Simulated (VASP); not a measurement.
OSZICAR of a VASP run on MgS (rock salt):

File OSZICAR:
```
       N       E                     dE             d eps       ncg     rms          rms(c)
DAV:   1     0.206615087961E+02    0.20662E+02   -0.36363E+03   600   0.782E+02
DAV:   2    -0.802043913765E+01   -0.28682E+02   -0.27557E+02   768   0.104E+02
DAV:   3    -0.890993684932E+01   -0.88950E+00   -0.88950E+00   704   0.244E+01
DAV:   4    -0.891315661057E+01   -0.32198E-02   -0.32198E-02   864   0.167E+00
DAV:   5    -0.891315994976E+01   -0.33392E-05   -0.33392E-05   784   0.506E-02    0.436E+00
DAV:   6    -0.854415404285E+01    0.36901E+00   -0.95867E-01   576   0.484E+00    0.343E+00
DAV:   7    -0.850321697615E+01    0.40937E-01   -0.23733E-01   728   0.259E+00    0.229E+00
DAV:   8    -0.850319384520E+01    0.23131E-04   -0.13578E-02   632   0.983E-01    0.888E-01
DAV:   9    -0.850300593830E+01    0.18791E-03   -0.55933E-04   688   0.191E-01    0.277E-01
DAV:  10    -0.850304437987E+01   -0.38442E-04   -0.14830E-04   800   0.798E-02    0.131E-02
DAV:  11    -0.850304218199E+01    0.21979E-05   -0.20561E-05   688   0.236E-02    0.110E-02
DAV:  12    -0.850304218592E+01   -0.39221E-08   -0.39319E-07   344   0.549E-03
   1 F= -.85030422E+01 E0= -.85030422E+01  d E =-.850304E+01
```

Task: Which electronic solver shows in the log?

Result: It is blocked Davidson (ALGO = Normal, or the opening steps of other solvers). The INCAR had ALGO = Normal.

Task: Can the final energy be trusted as converged?

Result: The calculation finished and met its thresholds. It stopped with EDIFF = 1E-6, NELM = 100, NSW = 40 and EDIFFG = -0.02 after 1 ionic step (PBE GGA, plane waves, VASP's PBE PAW potentials (set 64)).

The compound is MgS in the rock salt structure. It was relaxed first.
